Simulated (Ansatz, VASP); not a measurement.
# Cross-check of Al5Ga3As8 (alloy, x = 0.375, one random ordering in a cell of 16 atoms (invented)) between VASP and Ansatz

One calculation is typed for both programs; each brings its own data sets. How far apart do they land? The cell is generated by rule, not measured, and may not be a known phase. The cell is taken from a series of runs on this material, whose earlier steps may have relaxed, scaled, displaced or heated it; both programs get it as it stands.

Main program and level: Ansatz 0.2.0; plane waves, with VASP 6.6.1 beside it; relaxation of cell and atoms at r2SCAN.

### 1. Set-up

It takes space group I-4m2 (No. 119, tetragonal). The conventional cell has a = 8.025 Å, b = 8.025 Å, c = 11.343 Å, α = 90.00°, β = 90.00°, γ = 90.00°. Al has 4 As at 2.45 to 2.46 Å nearest. Al has 4 As at 2.46 Å nearest. Ga has 4 As at 2.46 Å nearest. Nearest to Ga lie 4 As at 2.46 Å. Nearest to As lie 2 Al at 2.46 Å and 2 Ga at 2.46 Å. As has 3 Al at 2.45 to 2.46 Å and 1 Ga at 2.46 Å nearest. Farther neighbours are not listed.

### 2. Ansatz: relaxation of cell and atoms, r2SCAN

Ansatz runs on its PAW soft_1 files.

The relaxed volume is the usual yardstick between codes: in a stiff, nearly cubic crystal its relative difference is about their pressure difference at one cell divided by the bulk modulus.

File input.yaml:

```yaml
crystal:
  lattice:
    - [-4.0124528477, 4.0124528477, 5.6713636081]
    - [4.0124528477, -4.0124528477, 5.6713636081]
    - [4.0124528477, 4.0124528477, -5.6713636081]
  atoms:
    - { symbol: Al, position: [0.2496499245, 0.7503500755, 0.0] }
    - { symbol: Ga, position: [0.7500276338, 0.7500276338, 0.0] }
    - { symbol: Ga, position: [0.25, 0.75, 0.5] }
    - { symbol: Al, position: [0.7503500755, 0.7503500755, 0.5007001509] }
    - { symbol: Al, position: [0.2496499245, 0.2496499245, 0.4992998491] }
    - { symbol: Al, position: [0.75, 0.25, 0.5] }
    - { symbol: Ga, position: [0.2499723662, 0.2499723662, 0.0] }
    - { symbol: Al, position: [0.7503500755, 0.2496499245, 0.0] }
    - { symbol: As, position: [0.3745186483, 0.6245845026, 0.7499341456] }
    - { symbol: As, position: [0.8751283488, 0.6247829071, 0.7496545583] }
    - { symbol: As, position: [0.3754154974, 0.6254813517, 0.2500658544] }
    - { symbol: As, position: [0.874650357, 0.6245845026, 0.2500658544] }
    - { symbol: As, position: [0.3752170929, 0.1248716512, 0.2503454417] }
    - { symbol: As, position: [0.8751283488, 0.1254737905, 0.2503454417] }
    - { symbol: As, position: [0.3754154974, 0.125349643, 0.7499341456] }
    - { symbol: As, position: [0.8745262095, 0.1248716512, 0.7496545583] }
kpoints:
  mp_grid: { grid: [4, 4, 4] }
hamiltonian:
  xc: r2scan
  pseudopotentials: { kind: paw, azcp: { folder: soft_1 } }
scf:
  occupations: { method: fixed }
output:
  forces: true
  stress: true
  eigenvalues: true
relax:
  adjacent_minimum: "off"
  f_tol: 0.001
  max_steps: 60
  cell: { stress_tol: 0.01 }
```

Command:

```console
$ ansatz run input.yaml --threads 4 --pin off --max-ram 10240MiB --backend cpu --events-out ev --progress --plain --runs-dir out
```

Numbers of over 12 decimals in the logs are rounded to 6 here.

Log:

```text
Engine: ansatz 0.2.0, x86_64-unknown-linux-gnu
Pseudopotentials: kind: paw
Pseudopotential: Al, paw, valence charge 3, recommended cutoff 500 eV (meta_gga), soft_1/Al.paw.azcp
Pseudopotential: Ga, paw, valence charge 13, recommended cutoff 500 eV (meta_gga), soft_1/Ga.paw.azcp
Pseudopotential: As, paw, valence charge 15, recommended cutoff 500 eV (meta_gga), soft_1/As.paw.azcp
Functional definition: r2SCAN
  parameter k0 = 0.174
  parameter k1 = 0.065
  parameter a1 = 4.9479
  exchange = r2scan_x(k0 = k0, k1 = k1, a1 = a1)
  correlation = r2scan_c
Crystal: 16 atoms, lattice volume = 365.231 Å³
Basis set: ecut = 500 eV, 9345 PW (Γ), exchange–correlation on 240×240×240 points (64 copies of the dense FFT grid, shifted against one another)
Bands: 105, of which v1, the nominal top of the filled ones, is band 87 counted from 1 (86 counted from 0)
Symmetry: 8 space group operations
Space group: I-4m2 (ITA 119), of the structure as read, at distance tolerance 7.1e-5 Å
k-points: 13 of 64 (time reversal used)
Non-local potential: Al, projectors of the file, l = 0: 2, l = 1: 2, l = 2: 1
Non-local potential: Ga, projectors of the file, l = 0: 2, l = 1: 2, l = 2: 3, l = 3: 1
Non-local potential: As, projectors of the file, l = 0: 2, l = 1: 2, l = 2: 3, l = 3: 1
PAW form: soft (Blöchl's): semilocal exchange-correlation on the pseudo side does not see the compensation charge
PAW frozen core: Al, regenerated for the run's functional (the file was generated under x = pbe(κ = 0.804, μ = 0.219515), c = pbe(β = 0.066725))
PAW frozen core: Ga, regenerated for the run's functional (the file was generated under x = pbe(κ = 0.804, μ = 0.219515), c = pbe(β = 0.066725))
PAW frozen core: As, regenerated for the run's functional (the file was generated under x = pbe(κ = 0.804, μ = 0.219515), c = pbe(β = 0.066725))
PAW one-centre angular grid: Al, 302 points (default); XC on 160 Gauss nodes
PAW one-centre angular grid: Ga, 590 points (default); XC on 160 Gauss nodes
PAW one-centre angular grid: As, 590 points (default); XC on 160 Gauss nodes
Initial density: superposition of atomic densities (chi_scale 0.1, normalization cell, long waves kept (reshape's long-wave potential 0.02 eV rms))
Initial wavefunctions: pseudopotential atomic-orbital guess
Functional: x = r2scan, c = r2scan; τ floored in thin density (d = 2e-4 eV/Å³)
SCF iter   1: F=—  HF=-52998.673151 eV  |F-HF|=—  |Δ(HF+E_count)|=         —  Δρ=4.44e-2  dr2=5.51e0  dr2_τ=7.27e-2  ethr=3.10e-3  ⟨swp⟩=4.8  Hψ=4520  notcnv=0  defer=168
preconditioner: auto → Resta (q_TF=auto, 2.411 Å⁻¹)  ε∞=3.2  [insulator: Δε(μ)=1.513 eV  Ē_g=12.785 eV  n_scr=64 (ndim 8)  ℏωp=18.8 eV  f_vac=0.000  ε∞_Penn≈3.2]
SCF iter   2: F=—  HF=-52998.467945 eV  |F-HF|=—  |Δ(HF+E_count)|=   2.05e-1  Δρ=2.45e-2  dr2=1.77e0  dr2_τ=1.07e-2  ethr=3.10e-3  ⟨swp⟩=2.2  Hψ=1617  notcnv=0  defer=197
SCF iter   3: F=—  HF=-52998.618696 eV  |F-HF|=—  |Δ(HF+E_count)|=   1.51e-1  Δρ=5.53e-3  dr2=1.18e-1  dr2_τ=1.61e-3  ethr=1.02e-3  ⟨swp⟩=3.2  Hψ=2404  notcnv=0  defer=184
SCF iter   4: F=—  HF=-52998.526599 eV  |F-HF|=—  |Δ(HF+E_count)|=   9.21e-2  Δρ=2.40e-3  dr2=1.44e-2  dr2_τ=1.42e-4  ethr=6.77e-5  ⟨swp⟩=3.0  Hψ=2402  notcnv=0  defer=207
SCF iter   5: F=—  HF=-52998.534829 eV  |F-HF|=—  |Δ(HF+E_count)|=   8.23e-3  Δρ=7.00e-4  dr2=1.93e-3  dr2_τ=4.35e-5  ethr=8.30e-6  ⟨swp⟩=3.0  Hψ=2397  notcnv=0  defer=208
SCF iter   6: F=—  HF=-52998.531869 eV  |F-HF|=—  |Δ(HF+E_count)|=   2.96e-3  Δρ=2.07e-4  dr2=1.14e-4  dr2_τ=2.84e-6  ethr=1.11e-6  ⟨swp⟩=2.0  Hψ=2373  notcnv=0  defer=208
SCF iter   7: F=—  HF=-52998.531915 eV  |F-HF|=—  |Δ(HF+E_count)|=   4.64e-5  Δρ=6.44e-5  dr2=1.63e-5  dr2_τ=2.55e-7  ethr=6.54e-8  ⟨swp⟩=2.0  Hψ=2347  notcnv=0  defer=183
SCF iter   8: F=—  HF=-52998.531996 eV  |F-HF|=—  |Δ(HF+E_count)|=   8.11e-5  Δρ=1.23e-5  dr2=8.45e-7  dr2_τ=8.15e-9  ethr=9.38e-9  ⟨swp⟩=2.0  Hψ=2496  notcnv=0  defer=155
SCF iter   9: F=—  HF=-52998.531997 eV  |F-HF|=—  |Δ(HF+E_count)|=   2.88e-7  Δρ=5.54e-6  dr2=1.07e-7  dr2_τ=1.23e-9  ethr=5.75e-11  ⟨swp⟩=14.3  Hψ=8028  notcnv=0
SCF iter  10: F=-52998.531997 eV  HF=-52998.531997 eV  |F-HF|=1.41e-8  |Δ(HF+E_count)|=   6.57e-8  Δρ=2.26e-6  dr2=1.66e-8  dr2_τ=1.67e-10  ethr=5.75e-11  ⟨swp⟩=4.0  Hψ=4386  notcnv=0
SCF 1 converged in 10 iterations: F = -52998.531997 eV  dr2 = 1.66e-8
  greatest PAW one-centre occupation: 0.999 electrons in one spin orbital (limit 2), on the As atom at site 11 (counted from 0), in its partial waves of l = 2
relax step   1: F+E_penalty+E_count = -52998.53199665 eV  Δ(F+E_penalty+E_count) = +0.000e0 eV  max|allowed force component| = 2.160e-3 eV/Å  Δτ_max = 0.0000 Å  P = -0.004 GPa  Ω = 365.231 Å³  (10 SCF iters, dr2 threshold 1.00e-7 eV, accepted)
Crystal: 16 atoms, lattice volume = 365.210 Å³
Initial density: handed on by an earlier stage of this run
Initial wavefunctions: those handed on with the density
[...]
basis re-selected at this cell: Δ(F+E_penalty+E_count) = +1.455e-11 eV, ΔP = -0.000 GPa vs the last step (what re-selecting the basis moved, of the pressure what is left beyond the Pulay correction that the steps carried, after the strain that the cell walked since its last selection, with what the two solves' SCF thresholds leave and, on support functions, any second-order correction that the steps lacked; it is no  [...]
SCF converged after 4 iterations
Free energy (F): -52998.532002 eV
Harris-Foulkes:  -52998.532002 eV  (|F-HF|=1.46e-11)
Internal energy: -52998.532002 eV  (E = F + TS)
E sigma→0 (E₀):  -52998.532002 eV
Fermi energy:    6.465363 eV
--- Per-component energies (eV) ---
  E_band       = -2465.422365
  E_kinetic    = 1232.116743
  E_local      = -24091.427339  (includes V_loc(G=0)·N_el)
  E_nonlocal   = -3370.987267
  E_hartree    = 13473.619899
  E_xc         = -878.645871
  E_vxc        = -958.375745  (∫ρ·V_xc dr)
  E_paw        = -24592.167594  (= ΣΔE_a)
  E_vpaw       = -2271.657691  (= ΣTr[D̂ρ^β])
  E_aug_tail   = 0.000258  (compensation charges beyond the density's cutoff)
  E_vtau       = 47.668753  (kinetic-family band-sum trace: ∫τ·v_τ [+ j·A + Jᵃ·Aᵃ] dr)
  E_ewald      = -14757.121942
  E_core_change = -13.918891  (= ΣΔE_core)
  E_smearing   = -0.000000  (= −TS)
  E_closure    = 0.000000  (closes the sum)
  Σ components = -52998.532002   (vs F -52998.532002, Δ=0.00e0)
--- Forces (eV/Å), atoms counted from 1 ---
  atom   1  Al     0.00004659    -0.00004659     0.00000000
  atom   2  Ga     0.00000000     0.00000000    -0.00029625
  atom   3  Ga     0.00000000    -0.00000000     0.00000000
  atom   4  Al     0.00004659     0.00004659     0.00000000
  atom   5  Al    -0.00004659    -0.00004659     0.00000000
  atom   6  Al     0.00000000     0.00000000     0.00000000
  atom   7  Ga     0.00000000     0.00000000     0.00029625
  atom   8  Al    -0.00004659     0.00004659     0.00000000
  atom   9  As     0.00000000     0.00002757     0.00008474
  atom  10  As    -0.00002584    -0.00000000     0.00008427
  atom  11  As    -0.00002757    -0.00000000    -0.00008474
  atom  12  As     0.00000000    -0.00002757     0.00008474
  atom  13  As     0.00000000     0.00002584    -0.00008427
  atom  14  As     0.00002584    -0.00000000     0.00008427
  atom  15  As     0.00002757     0.00000000    -0.00008474
  atom  16  As     0.00000000    -0.00002584    -0.00008427
  max |Σ_I F_I| component: 1.04e-16 eV/Å
--- Stress (GPa, compression-positive) ---
       -0.000119       0.000000       0.000000
        0.000000      -0.000119       0.000000
        0.000000       0.000000      -0.000212
  P = ⅓ Tr σ = -0.0001 GPa (-0.001 kbar)
--- Band table (eV; the first three rows and the last of 13) ---
  k-point 0: bands = [... 83 lower, 5.5519, 6.4454, 6.4654, 6.4654, 7.9516, 8.0348, 8.2137, 8.2698, ... 14 higher]
  k-point 1: bands = [... 83 lower, 5.4876, 5.4980, 5.9027, 5.9112, 8.4344, 9.0373, 9.1389, 9.2762, ... 14 higher]
  k-point 2: bands = [... 83 lower, 5.3774, 5.4149, 5.4635, 5.4726, 9.1065, 9.2010, 9.6945, 9.9071, ... 14 higher]
  k-point 12: bands = [... 83 lower, 5.3775, 5.4245, 5.4528, 5.4528, 8.9895, 9.3204, 9.7673, 10.0329, ... 14 higher]
--- Relaxed structure (3 steps of the walk, 3 accepted, 1 SCFs on fresh bases) ---
  F+E_penalty+E_count = -52998.53200244 eV   max|allowed force component| = 2.963e-4 eV/Å   (the final SCF, on the basis selected at the relaxed cell)
  cell:  # Å, volume = 365.2109 Å³
    - [-4.012401, 4.012401, 5.671201]
    - [4.012401, -4.012401, 5.671201]
    - [4.012401, 4.012401, -5.671201]
  atoms:
    - { symbol: Al, position: [0.249625, 0.750375, 0.0] }
    - { symbol: Ga, position: [0.750024, 0.750024, 0] }
    - { symbol: Ga, position: [0.250000, 0.750000, 0.500000] }
    - { symbol: Al, position: [0.750375, 0.750375, 0.500751] }
    - { symbol: Al, position: [0.249625, 0.249625, 0.499249] }
    - { symbol: Al, position: [0.750000, 0.250000, 0.500000] }
    - { symbol: Ga, position: [0.249976, 0.249976, 0] }
    - { symbol: Al, position: [0.750375, 0.249625, 0.0] }
    - { symbol: As, position: [0.374516, 0.624573, 0.749944] }
    - { symbol: As, position: [0.875114, 0.624754, 0.749640] }
    - { symbol: As, position: [0.375427, 0.625484, 0.250056] }
    - { symbol: As, position: [0.874629, 0.624573, 0.250056] }
    - { symbol: As, position: [0.375246, 0.124886, 0.250360] }
    - { symbol: As, position: [0.875114, 0.125474, 0.250360] }
    - { symbol: As, position: [0.375427, 0.125371, 0.749944] }
    - { symbol: As, position: [0.874526, 0.124886, 0.749640] }
```

In the SCF lines HF is the Harris–Foulkes energy and dr2 the Hartree energy of the density residual, in eV; the loop may stop once dr2 is under the threshold and the program's other checks hold. Hψ counts applications of the Hamiltonian.

(Part 1 of 2 ends here.)

[Lines on the potential files, build, host, timing and source positions are cut from VASP's logs without a mark.]

[Logs are printed without paths, hosts, clocks, repeated set-up lines and the standing remarks that a program may print on its own settings, such as how far it seeks lower states.]

[Hosts, paths, dates, database ids (printed as entryN), source tags and the programs' standing remarks are cut or masked in the printed files.]
